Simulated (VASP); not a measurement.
Input:

```
CELL_PARAMETERS angstrom
      0.00000     2.25672     2.25672
      2.25672     0.00000     2.25672
      2.25672     2.25672     0.00000
ATOMIC_POSITIONS crystal
  Hf 0.00000 0.00000 0.00000
  N  0.50000 0.50000 0.50000
```

Method: RPBE GGA, VASP's PBE PAW potentials (set 64) (plane waves; VASP). Numerical set-up: 520 eV cut-off, 14×14×14 Γ-centred mesh, first-order Methfessel-Paxton smearing of 0.10 eV, potentials Hf_pv N.

Unless said otherwise, spin-orbit coupling is left out, though it shifts the bands of the heavy elements here.

Task: Estimate the energy per atom (σ→0), pressure, band gap (on the k-mesh) with the smallest direct gap where there is one.

Result: 
```json
{
 "band gap (on the k-mesh)": "none (metal, semimetal or under 0.01 eV)",
 "energy per atom (σ→0)": "-10.376 eV/atom",
 "pressure": "8.47 GPa"
}
```

The absolute energy has meaning only against runs of the same code, potentials and settings.

The compound is HfN in the rock salt structure. This cell is one point of a volume scan, at 0.97 of the reference volume. The electron count is odd and the run is not spin-polarised, which forces a metal.
